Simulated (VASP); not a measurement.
Here is the system:

```yaml
crystal:
  lattice:
    - [0.00000, 2.70940, 2.70940]
    - [2.70940, 0.00000, 2.70940]
    - [2.70940, 2.70940, 0.00000]
  atoms:
    - { symbol: Ce, position: [0.00000, 0.00000, 0.00000] }
    - { symbol: O, position: [0.25000, 0.25000, 0.25000] }
    - { symbol: O, position: [0.75000, 0.75000, 0.75000] }
```

Level of theory: PBE GGA, VASP's PBE PAW potentials (set 64) (plane waves; VASP). Run with 400 eV cut-off, 6×6×6 Γ-centred mesh, Fermi-Dirac smearing of 0.050 eV, potentials Ce O.

**Question.** Give the energies of bands 7 to 15 at the high-symmetry points, in eV from the valence-band maximum.

**Answer.** 
| band | Γ | X | U | L | W |
|---|---|---|---|---|---|
| 7 | -3.85 | -3.92 | -3.25 | -2.97 | -2.93 |
| 8 | -3.85 | -1.20 | -1.72 | -2.97 | -2.27 |
| 9 | -3.85 | -1.20 | -1.41 | -1.27 | -1.06 |
| 10 | -0.61 | -0.79 | -1.28 | -1.21 | -1.06 |
| 11 | -0.61 | -0.79 | -0.76 | -0.80 | -0.73 |
| 12 | -0.61 | -0.63 | -0.32 | -0.80 | -0.67 |
| 13 | 2.27 | 1.98 | 2.02 | 1.94 | 2.01 |
| 14 | 2.27 | 2.08 | 2.12 | 2.13 | 2.13 |
| 15 | 2.27 | 2.08 | 2.15 | 2.13 | 2.13 |

The gap is indirect, 1.94 eV, from the valence maximum at K-Γ at 0.33 to the conduction minimum at L.

The structure comes from a computed database's CeO2 entry; how it stands against other phases isn't given here. The cell was not relaxed at this level. The run is not spin-polarised, so no magnetic state was tried.
